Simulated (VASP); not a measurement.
The input files of a VASP run:

File KPOINTS:
```
K-points
0
gamma
8 8 6
```

### POSCAR
```
NiSb
1.0
  1.9983692147  -3.4612771836   0.0000000000
  1.9983692147   3.4612771836   0.0000000000
  0.0000000000   0.0000000000   5.2223452898
Ni Sb
2 2
Cart
  0.0000000000   0.0000000000   2.6111726449
  0.0000000000   0.0000000000   0.0000000000
  1.9983692147   1.1537613687   1.3055863224
  1.9983692147  -1.1537613687   3.9167589673
```

INCAR:
```
! general
SYSTEM   =  NiSb
PREC     =  Accurate
ENCUT    =  520
LREAL    =  .FALSE.
LASPH    =  .TRUE.

! electronic loop
EDIFF    =  1E-6
NELM     =  100
ALGO     =  Normal
LMAXMIX  =  4

! smearing
ISMEAR   =  1
SIGMA    =  0.1

! functional
GGA      =  RP

! ions
IBRION   =  2
NSW      =  60
ISIF     =  3
EDIFFG   =  -0.02

! output
LWAVE    =  .FALSE.
LCHARG   =  .FALSE.
```

POTCAR, in this order: Ni Sb (PBE.64 set). Program: vasp_std.

**Question.** Translate this RPBE calculation to Quantum ESPRESSO's pw.x.

**Answer.** One equivalent input (not run):
```
&CONTROL
  calculation = 'vc-relax'
  pseudo_dir = './pseudo'
  outdir = './out'
  tprnfor = .true.
  tstress = .true.
  nstep = 60
  forc_conv_thr = 0.00078
/
&SYSTEM
  ibrav = 0
  nat = 4
  ntyp = 2
  ecutwfc = 98
  occupations = 'smearing'
  smearing = 'methfessel-paxton'
  degauss = 0.00735
  input_dft = 'rpbe'
/
&ELECTRONS
  conv_thr = 7.3e-08
  electron_maxstep = 100
/
&IONS
/
&CELL
/
ATOMIC_SPECIES
  Ni 58.693 Ni.upf
  Sb 121.760 Sb.upf
CELL_PARAMETERS angstrom
     1.9983692   -3.4612772   -0.0000000
     1.9983692    3.4612772    0.0000000
     0.0000000   -0.0000000    5.2223453
ATOMIC_POSITIONS crystal
  Ni   0.0000000  0.0000000  0.5000000
  Ni   0.0000000  0.0000000  0.0000000
  Sb   0.3333330  0.6666670  0.2500000
  Sb   0.6666670  0.3333330  0.7500000
K_POINTS automatic
  8 8 6 0 0 0
```
Limits of the translation: the potentials are each code's own (VASP's PAW set, PseudoDojo norm-conserving files in pw.x), so ENCUT and ecutwfc are chosen apart and not converted; conv_thr bounds pw.x's estimated SCF error, while EDIFF bounds the energy change between steps; forc_conv_thr acts on force components and is met together with etot_conv_thr.

The compound is NiSb in the NiAs type structure. This run relaxes it. Symmetry was kept, so distortions that lower it aren't found. The start is the result of an earlier pass.
